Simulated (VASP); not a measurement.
Runs of VASP 6.6.1 on NaCl. It takes space group Fm-3m (No. 225, cubic). The conventional cell has a = 5.592 Å, b = 5.592 Å, c = 5.592 Å, α = 90.00°, β = 90.00°, γ = 90.00°. Na (site symmetry m-3m) is surrounded by 6 Cl at 2.80 Å. Cl (site symmetry m-3m) is surrounded by 6 Na at 2.80 Å. 

```csv
task,cell,target pressure,gap on the mesh (eV),pressure (GPa)
relaxation of the atoms,atoms relaxed from: a relaxed cell with its volume scaled by 1.02,-,(a),-0.5
relaxation of the atoms,atoms relaxed from: a relaxed cell with its volume scaled by 0.98,-,6.12,0.6
relaxation of the atoms,atoms relaxed,-,6.03,0.0
relaxation of cell and atoms,relaxed to 12 GPa,12 GPa,7.27,12.0
relaxation of cell and atoms,relaxed,-,6.03,0.0
relaxation of the atoms,atoms relaxed from: a relaxed cell with its volume scaled by 0.96,-,6.21,1.3
```

Alike in all rows: level r2SCAN; potentials or basis VASP PAW PBE potentials, release 64 (Na_pv, Cl); no spin polarisation; k mesh 8 × 8 × 8; cutoff (eV) 600; smearing gaussian 0.03 eV.

Question: Estimate the missing entries.

Answer: (a) 5.94.

Caveats: the PAW data sets were made with another functional, which shifts forces and pressure a little; the relaxation stopped at its first step, so nothing moved (some runs); the cell is relaxed towards a set pressure, so the enthalpy falls and the energy may rise (some runs).

A k mesh can miss the band edges.
